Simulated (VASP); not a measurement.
Method: HSEsol screened hybrid, VASP's PBE PAW potentials (set 64) (plane waves; VASP 6.6.1).

The input files of a VASP run:

**KPOINTS**
```
Automatic mesh
0
Gamma
6 6 6
0 0 0
```

### POSCAR
```
KI
1
    0.0000000000     3.5203729585     3.5203729585
    3.5203729585     0.0000000000     3.5203729585
    3.5203729585     3.5203729585     0.0000000000
K I
1 1
Direct
  0.0000000000   0.0000000000   0.0000000000
  0.5000000000   0.5000000000   0.5000000000
```

INCAR:
```
SYSTEM = KI
PREC = Accurate
ENCUT = 520
EDIFF = 1E-6
NELM = 60
ALGO = Normal
LREAL = .FALSE.
LASPH = .TRUE.
ISMEAR = 0
SIGMA = 0.05
GGA = PS
HFSCREEN = 0.2
AEXX = 0.25
LHFCALC = .TRUE.
PRECFOCK = Fast
ISYM = 3
LMAXMIX = 4
LWAVE = .FALSE.
LCHARG = .FALSE.
ISIF = 2
```

POTCAR, in this order: K_sv I (PBE.64 set). Program: vasp_std. Read from the step before: WAVECAR.

Output of the run:

**OSZICAR**
```
       N       E                     dE             d eps       ncg     rms          rms(c)
DAV:   1    -0.660509120554E+01   -0.66051E+01   -0.28164E-01   428   0.535E+00    0.324E+00
DAV:   2    -0.660628269857E+01   -0.11915E-02   -0.82604E-03   516   0.887E-01    0.198E+00
DAV:   3    -0.660583892529E+01    0.44377E-03   -0.76044E-04   532   0.279E-01    0.113E+00
DAV:   4    -0.660570832625E+01    0.13060E-03   -0.18425E-04   556   0.124E-01    0.648E-01
DAV:   5    -0.660567363441E+01    0.34692E-04   -0.47462E-05   612   0.568E-02    0.371E-01
DAV:   6    -0.660566397938E+01    0.96550E-05   -0.98117E-06   504   0.248E-02    0.214E-01
DAV:   7    -0.660566090228E+01    0.30771E-05   -0.33810E-06   536   0.137E-02    0.123E-01
DAV:   8    -0.660566023922E+01    0.66306E-06   -0.69117E-07   280   0.731E-03
   1 F= -.66056602E+01 E0= -.66056602E+01  d E =-.204072E-20
```

### OUTCAR
```
------------------------ aborting loop because EDIFF is reached ----------------------------------------
  FORCE on cell =-STRESS in cart. coord.  units (eV):
  Direction    XX          YY          ZZ          XY          YZ          ZX
  --------------------------------------------------------------------------------------
  Total       -0.0621196     -0.0621196     -0.0621196      0.0000000      0.0000000      0.0000000
  in kB       -1.1406262     -1.1406262     -1.1406262      0.0000000      0.0000000      0.0000000
  external PRESSURE =      -1.1406262 kB  Pullay stress =       0.0000000 kB
  volume of cell :       87.26
      direct lattice vectors                 reciprocal lattice vectors
     0.000000000  3.520372958  3.520372958    -0.142030406  0.142030406  0.142030406
     3.520372958  0.000000000  3.520372958     0.142030406 -0.142030406  0.142030406
     3.520372958  3.520372958  0.000000000     0.142030406  0.142030406 -0.142030406
  FREE ENERGIE OF THE ION-ELECTRON SYSTEM (eV)
  ---------------------------------------------------
  free  energy   TOTEN  =        -6.6056602392 eV

  energy  without entropy=       -6.6056602392  energy(sigma->0) =       -6.60566024

  exchange ACFDT corr.  =         0.00000000  see jH, gK, PRB 81, 115126
```
(Selected blocks of OUTCAR.)

The compound is KI in the rock salt structure. This cell is one point of a volume scan, at 0.94 of the reference volume. The cell's shape comes from a PBE relaxation.
